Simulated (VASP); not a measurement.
Input for VASP

POSCAR:
```
BaS
1
    0.0000000000     3.1950000000     3.1950000000
    3.1950000000     0.0000000000     3.1950000000
    3.1950000000     3.1950000000     0.0000000000
Ba S
1 1
Direct
  0.0000000000   0.0000000000   0.0000000000
  0.5000000000   0.5000000000   0.5000000000
```

**KPOINTS**
```
Automatic mesh
0
Gamma
7 7 7
0 0 0
```

### INCAR
```
AGGAC=0.0
ALGO=Normal
EDIFF=1E-6
EDIFFG=-0.01
ENCUT=520
GGA=BO
IBRION=2
ISIF=3
ISMEAR=0
LASPH=.TRUE.
LCHARG=.FALSE.
LMAXMIX=4
LREAL=.FALSE.
LUSE_VDW=.TRUE.
LWAVE=.FALSE.
NELM=100
NSW=60
PARAM1=0.1833333333
PARAM2=0.22
PREC=Accurate
SIGMA=0.05
SYSTEM=BaS
```

POTCAR, in this order: Ba_sv S (PBE.64 set). Program: vasp_std.

Task: Write an equivalent input for Quantum ESPRESSO's pw.x.

Result: One equivalent input (not run):
```
&CONTROL
  calculation = 'vc-relax'
  pseudo_dir = './pseudo'
  outdir = './out'
  tprnfor = .true.
  tstress = .true.
  nstep = 60
  forc_conv_thr = 0.00039
/
&SYSTEM
  ibrav = 0
  nat = 2
  ntyp = 2
  ecutwfc = 56.6
  occupations = 'smearing'
  smearing = 'gaussian'
  degauss = 0.003675
  input_dft = 'vdw-df-obk8'
/
&ELECTRONS
  conv_thr = 7.3e-08
  electron_maxstep = 100
/
&IONS
/
&CELL
/
ATOMIC_SPECIES
  Ba 137.327 Ba.upf
  S 32.060 S.upf
CELL_PARAMETERS angstrom
     0.0000000    3.1950000    3.1950000
     3.1950000    0.0000000    3.1950000
     3.1950000    3.1950000    0.0000000
ATOMIC_POSITIONS crystal
  Ba   0.0000000  0.0000000  0.0000000
  S    0.5000000  0.5000000  0.5000000
K_POINTS automatic
  7 7 7 0 0 0
```
Limits of the translation: the potentials are each code's own (VASP's PAW set, PseudoDojo norm-conserving files in pw.x), so ENCUT and ecutwfc are chosen apart and not converted; conv_thr bounds pw.x's estimated SCF error, while EDIFF bounds the energy change between steps; forc_conv_thr acts on force components and is met together with etot_conv_thr.

The compound is BaS in the rock salt structure. This run relaxes it. Symmetry was kept, so distortions that lower it aren't found.
